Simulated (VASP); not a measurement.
```
CELL_PARAMETERS angstrom
      0.00000     1.76211     1.76211
      1.76211     0.00000     1.76211
      1.76211     1.76211     0.00000
ATOMIC_POSITIONS crystal
  Ni 0.00000 0.00000 0.00000
```
Starting moments (μB, in the order of the record's atoms Ni): 0.6.

These are rev-vdW-DF2, VASP's PBE PAW potentials (set 64) (plane waves; VASP) values and carry that method's errors. Settings: 520 eV cut-off, 18×18×18 Γ-centred mesh, first-order Methfessel-Paxton smearing of 0.10 eV, potentials Ni.

Q: Estimate the cell moment, energy per atom (σ→0), pressure, band gap (on the k-mesh) with the smallest direct gap where there is one.

A: 
| Item | Result |
|---|---|
| band gap (on the k-mesh) | none (metal, semimetal or under 0.01 eV) |
| cell moment | 0.61 μB |
| energy per atom (σ→0) | -3.149 eV/atom |
| pressure | -5.62 GPa |

Q: Give the moment on each site (PAW-sphere projection).

A: 
```tsv
site	moment (μB)
Ni1	0.62
```

The absolute energy has meaning only against runs of the same code, potentials and settings.

The compound is Ni in the fcc structure. This cell is one point of a volume scan, at 1.03 of the reference volume.
